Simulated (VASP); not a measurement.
Wanted: the native input for a VASP 6.6.1 run.

| Item | Value |
| --- | --- |
| Task | relaxation of cell and atoms |
| Functional | PBE |
| Potentials or basis | VASP PAW PBE potentials, release 64 (Zn, Te, O) |
| Cutoff | 520 eV |
| k mesh | 3 × 3 × 3 |
| Occupations | gaussian, width 0.15 eV |
| Spin | no spin polarisation |
| Further INCAR settings | PREC = Normal; ALGO = Fast; EDIFF = 0.0001; IBRION = 2; EDIFFG = -0.08; NSW = 24; ISIF = 3 |

The structure of Zn4Te3O lies in POSCAR:

```
Zn4Te3O
1.0
   -3.3872929400      3.3872929400      3.7215663400
    3.3872929400     -3.3872929400      3.7215663400
    3.3872929400      3.3872929400     -3.7215663400
Zn Te O
4 3 1
Direct
    0.2700856700      0.2700856700      0.5401713400
    0.7299143300      0.7299143300      0.4598286600
    0.2700856700      0.7299143300      0.0000000000
    0.7299143300      0.2700856700      0.0000000000
    0.5000000000      0.0000000000      0.5000000000
    0.0000000000      0.5000000000      0.5000000000
    0.0000000000      0.0000000000      0.0000000000
    0.5000000000      0.5000000000      0.0000000000
```

The cell was built by a generator and needn't be a form met in nature.

These files were run (other wordings do the same):

INCAR

```
PREC = Normal ; ENCUT = 520
EDIFF = 1E-4 ; ISMEAR = 0
SIGMA = 0.15 ; LREAL = False
LASPH = True ; NELM = 60
ALGO = Fast ; ISIF = 3
LWAVE = False ; LCHARG = False
GGA = PE ; IBRION = 2
NSW = 24 ; EDIFFG = -0.08
```

KPOINTS

```
Automatic mesh
0
Gamma
  3 3 3
```

Potentials or basis: VASP PAW PBE potentials, release 64 (Zn, Te, O).

Launch:

```sh
$ cat potpaw_PBE.64/Zn/POTCAR potpaw_PBE.64/Te/POTCAR potpaw_PBE.64/O/POTCAR > POTCAR
$ mpirun -np 1 vasp_std > vasp.out
```

Results of the run:

```
Relaxed volume                         : 28.94 Å³/atom
Relaxed cell                           : a = 6.754 Å, b = 6.754 Å, c = 6.754 Å, α = 114.88°, β = 114.88°, γ = 99.13°
Space group after relaxing (to 0.05 Å) : I4/mmm (No. 139)
Energy gained by relaxing              : 351.5 meV/atom
Ionic steps                            : 19
Pressure after relaxing                : 0.1 GPa
Largest force after relaxing           : 0.050 eV/Å
Band gap on the k mesh                 : 0.50 eV, indirect (least direct gap 0.52 eV)
```

Caveat: the k mesh is coarse (spacing up to 0.44 Å⁻¹), so the values aren't converged; the volume moved by over 15 % at a fixed basis, so the end points are rough; spin-orbit coupling is left out, which moves the levels of the heavy elements; an odd mesh through Γ misses points on the zone boundary, where band edges often lie; the relaxation stopped at a loose force limit of 0.08 eV/Å, so its end isn't a converged minimum.

Run time: 5.3 min on 1 thread of Intel(R) Xeon(R) Platinum 8488C (Sapphire Rapids), on a shared host, peak memory 0.23 GiB.
